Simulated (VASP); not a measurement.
# Band gap of LiH: cutoff, mesh and cell, part 2 of 2

How far does the LDA gap of LiH depend on cutoff, mesh and cell? The starting structure is a measured crystal structure from the Crystallography Open Database. Cell and atoms stay as given unless a step says otherwise.

VASP 6.6.1.

Results so far: reference 2.656 eV; cell and atoms relaxed by LDA 2.523 eV; no band path 2.656 eV.

### 5. Bands with a cutoff of 800 eV (continued)

Level of this step: LDA; plane waves and PAW (Li_sv, H) (VASP).

OUTCAR, selected parts (step 5):

```text
  Total       -0.4658039     -0.4658039     -0.4658039     -0.0000000     -0.0000000      0.0000000
  in kB      -43.7922792    -43.7922792    -43.7922792     -0.0000000     -0.0000000      0.0000000
  external PRESSURE =     -43.7922792 kB  Pullay stress =       0.0000000 kB

 POSITION                                       TOTAL-FORCE (eV/Angst)
 -----------------------------------------------------------------------------------
      0.00000      0.00000      0.00000         0.000000      0.000000      0.000000
      2.04250      2.04250      2.04250        -0.000000      0.000000     -0.000000
 -----------------------------------------------------------------------------------
    total drift:                                0.000000      0.000000      0.000000

  FREE ENERGIE OF THE ION-ELECTRON SYSTEM (eV)
  ---------------------------------------------------
  free  energy   TOTEN  =        -6.4648934200 eV

  energy  without entropy=       -6.4648934200  energy(sigma->0) =       -6.46489342

[... 1 part as in an earlier step ...]

[... 2 further parts left out ...]
[key lines of the parts left out:]
E-fermi :   0.1266
```

With a cutoff of 800 eV the gap is 2.659 eV, +0.003 eV from the reference.

### 6. Bands with a 12×12×12 mesh

Against step 2 the input has a 12×12×12 mesh.

Contents of INCAR:

```
SYSTEM = LiH
PREC = Accurate
ENCUT = 580
EDIFF = 1E-06
NELM = 100
ISMEAR = 0
SIGMA = 0.03
LREAL = .FALSE.
ALGO = Normal
GGA = CA
NBANDS = 14
LORBIT = 11
LWAVE = .FALSE.
LCHARG = .FALSE.
KPAR = 4
LASPH = .TRUE.
```

Contents of POSCAR:

```
LiH
1.0
    0.0000000000      2.0425000000      2.0425000000
    2.0425000000      0.0000000000      2.0425000000
    2.0425000000      2.0425000000      0.0000000000
Li H
1 1
Direct
    0.0000000000      0.0000000000      0.0000000000
    0.5000000000      0.5000000000      0.5000000000
```

Contents of KPOINTS:

```
Automatic mesh
0
Gamma
12 12 12
0 0 0
```

Contents of KPOINTS_OPT:

```
Line mode
10
Line-mode
Reciprocal
  0.00000000   0.00000000   0.00000000 GAMMA
  0.50000000   0.00000000   0.50000000 X

  0.50000000   0.00000000   0.50000000 X
  0.50000000   0.25000000   0.75000000 W

  0.50000000   0.25000000   0.75000000 W
  0.37500000   0.37500000   0.75000000 K

  0.37500000   0.37500000   0.75000000 K
  0.00000000   0.00000000   0.00000000 GAMMA

  0.00000000   0.00000000   0.00000000 GAMMA
  0.50000000   0.50000000   0.50000000 L

  0.50000000   0.50000000   0.50000000 L
  0.62500000   0.25000000   0.62500000 U

  0.62500000   0.25000000   0.62500000 U
  0.50000000   0.25000000   0.75000000 W

  0.50000000   0.25000000   0.75000000 W
  0.50000000   0.50000000   0.50000000 L

  0.50000000   0.50000000   0.50000000 L
  0.37500000   0.37500000   0.75000000 K

  0.62500000   0.25000000   0.62500000 U
  0.50000000   0.00000000   0.50000000 X
```

The projector-augmented-wave data sets are Li_sv and H (LDA family, release 64).

Command:

```console
$ mpirun -np 4 vasp_std
```

The log of the run:

```text
[... set-up lines as in an earlier step ...]
 entering main loop
       N       E                     dE             d eps       ncg     rms          rms(c)
DAV:   1     0.176891777607E+01    0.17689E+01   -0.13733E+03  2032   0.267E+02
DAV:   2    -0.653782900322E+01   -0.83067E+01   -0.81999E+01  2698   0.598E+01
DAV:   3    -0.671538246985E+01   -0.17755E+00   -0.17742E+00  2494   0.696E+00
DAV:   4    -0.671606288782E+01   -0.68042E-03   -0.68039E-03  2358   0.429E-01
[...]
DAV:   8    -0.646566031762E+01   -0.70406E-03   -0.30298E-03  2376   0.267E-01    0.388E-02
DAV:   9    -0.646561699269E+01    0.43325E-04   -0.13157E-04  2682   0.281E-02    0.477E-03
DAV:  10    -0.646561721265E+01   -0.21996E-06   -0.31451E-06  2348   0.961E-03
   1 F= -.64656172E+01 E0= -.64656172E+01  d E =-.509851E-12
 Start KPOINTS_OPT (optional k-point list driver)
k-point batch [1-72\100]
       N       E                     dE             ncg
DAV:   1    -0.596461683190E+04   -0.17986E+05     2024
DAV:   2    -0.653707607424E+04   -0.57246E+03     2808
DAV:   3    -0.654769525110E+04   -0.10619E+02     2474
DAV:   4    -0.654774668917E+04   -0.51438E-01     2456
DAV:   5    -0.654774695828E+04   -0.26911E-03     2594
DAV:   6    -0.654774696026E+04   -0.19788E-05     2330
DAV:   7    -0.654774696028E+04   -0.26179E-07     2106
k-point batch [73-100\100]
       N       E                     dE             ncg
DAV:   1     0.434833630838E+04   -0.82933E+04      792
DAV:   2     0.415037089911E+04   -0.19797E+03     1090
DAV:   3     0.414716068556E+04   -0.32102E+01     1018
DAV:   4     0.414715206242E+04   -0.86231E-02      886
DAV:   5     0.414715202321E+04   -0.39210E-04     1044
DAV:   6     0.414715202292E+04   -0.28656E-06      872
```

The job ended after 3.2 s (4 MPI ranks of Intel Xeon 6975P-C (Granite Rapids), shared host; peak memory 0.51 GiB).

From OUTCAR (step 6):

```text
  Total       -0.4726593     -0.4726593     -0.4726593      0.0000000     -0.0000000     -0.0000000
  in kB      -44.4367839    -44.4367839    -44.4367839      0.0000000     -0.0000000     -0.0000000
  external PRESSURE =     -44.4367839 kB  Pullay stress =       0.0000000 kB

 POSITION                                       TOTAL-FORCE (eV/Angst)
 -----------------------------------------------------------------------------------
      0.00000      0.00000      0.00000         0.000000      0.000000     -0.000000
      2.04250      2.04250      2.04250        -0.000000     -0.000000      0.000000
 -----------------------------------------------------------------------------------
    total drift:                                0.000000     -0.000000     -0.000000

  FREE ENERGIE OF THE ION-ELECTRON SYSTEM (eV)
  ---------------------------------------------------
  free  energy   TOTEN  =        -6.4656172126 eV

  energy  without entropy=       -6.4656172126  energy(sigma->0) =       -6.46561721

[... 1 part as in an earlier step ...]

[... 2 further parts left out ...]
[key lines of the parts left out:]
E-fermi :   0.0652
```

With a 12×12×12 mesh the gap is 2.656 eV, +0.000 eV from the reference.

### 7. The runs compared

```csv
run,gap (eV),change (eV),core minutes
reference,2.656,-,0.187
cell and atoms relaxed by LDA,2.523,-0.133,0.173
no band path,2.656,0.0,0.0933
a cutoff of 800 eV,2.659,0.003,0.36
a 12×12×12 mesh,2.656,0.0,0.213
```

Core minutes are wall time times ranks of the run shown, on a shared host.

### 8. Summary of results

```
reference gap                          : 2.656 eV
gap with cell and atoms relaxed by LDA : 2.523 eV
gap with no band path                  : 2.656 eV
gap with a cutoff of 800 eV            : 2.659 eV
gap with a 12×12×12 mesh               : 2.656 eV
```

**Reading.** Among the runs that read a gap along the path, the one with cell and atoms relaxed by LDA moves it most, by -0.133 eV. On finer settings it changes by +0.003 eV with a cutoff of 800 eV and +0.000 eV with a 12×12×12 mesh. The functional's own error isn't tested here. Further runs on this material are not shown.

[Lines on the potential files, build, host, timing and source positions are cut from VASP's logs without a mark.]

[Logs are printed without paths, hosts, clocks, repeated set-up lines and the standing remarks that a program may print on its own settings, such as how far it seeks lower states.]

[Hosts, paths, dates, database ids (printed as entryN), source tags and the programs' standing remarks are cut or masked in the printed files.]
